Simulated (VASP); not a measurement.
OSZICAR of a VASP run on BN (space group P6_3mc):

File OSZICAR:
```
       N       E                     dE             d eps       ncg     rms          rms(c)
DAV:   1     0.473347596135E+02    0.47335E+02   -0.87662E+03   864   0.130E+03
DAV:   2    -0.359050027247E+02   -0.83240E+02   -0.78391E+02  1176   0.276E+02
DAV:   3    -0.385224829115E+02   -0.26175E+01   -0.26077E+01  1136   0.495E+01
DAV:   4    -0.385393501115E+02   -0.16867E-01   -0.16851E-01  1072   0.402E+00
DAV:   5    -0.385395627696E+02   -0.21266E-03   -0.21261E-03  1120   0.397E-01    0.931E+00
DAV:   6    -0.368357258990E+02    0.17038E+01   -0.43543E+00  1084   0.172E+01    0.456E+00
DAV:   7    -0.366681281506E+02    0.16760E+00   -0.22699E-01  1044   0.453E+00    0.266E+00
DAV:   8    -0.366265838280E+02    0.41544E-01   -0.68648E-02   992   0.231E+00    0.213E-01
DAV:   9    -0.366257596751E+02    0.82415E-03   -0.21587E-03  1104   0.472E-01    0.115E-01
DAV:  10    -0.366258248243E+02   -0.65149E-04   -0.19929E-04  1048   0.139E-01    0.216E-02
DAV:  11    -0.366258235478E+02    0.12766E-05   -0.36731E-05  1076   0.523E-02    0.106E-02
DAV:  12    -0.366258240981E+02   -0.55039E-06   -0.38593E-06  1052   0.195E-02
   1 F= -.36625824E+02 E0= -.36625824E+02  d E =-.366258E+02
```

Question: Which electronic solver shows in the log?

Answer: It is blocked Davidson (ALGO = Normal, or the opening steps of other solvers). The INCAR had ALGO = Normal.

Question: Can the final energy be trusted as converged?

Answer: The run converged. It stopped with EDIFF = 1E-6, NELM = 100, NSW = 60 and EDIFFG = -0.02 after 1 ionic step (PBEsol GGA, plane waves, VASP's PBE PAW potentials (set 64)).

The structure comes from a computed database's BN entry (P6_3mc); how it stands against other phases isn't given here. It was relaxed first. The start is the result of an earlier pass.
